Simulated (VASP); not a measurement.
Energy against volume of W (bcc). All values below come from PBE GGA, VASP's PBE PAW potentials (set 64) (plane waves; VASP). Run with 520 eV cut-off, 16×16×16 Γ-centred mesh, first-order Methfessel-Paxton smearing of 0.10 eV, potentials W_sv.

```json
[
 {"V (Å³/atom)": "15.702", "E (eV/atom)": "-12.94417"},
 {"V (Å³/atom)": "16.188", "E (eV/atom)": "-12.95627"},
 {"V (Å³/atom)": "16.674", "E (eV/atom)": "-12.94128"},
 {"V (Å³/atom)": "17.159", "E (eV/atom)": "-12.90328"}
]
```

Q: Fit these four points and predict the energy of the run at 15.217 Å³/atom.

A: A cubic in V^(−2/3), the third-order Birch-Murnaghan form, passes through the four points with V0 = 16.15 Å³/atom and B0 = 300 GPa, and gives -12.9004 eV/atom there. The run gave -12.8997 eV/atom, +0.7 meV/atom from the fit; all five points give B0 = 302 GPa.

The compound is W in the bcc structure. It was relaxed first.
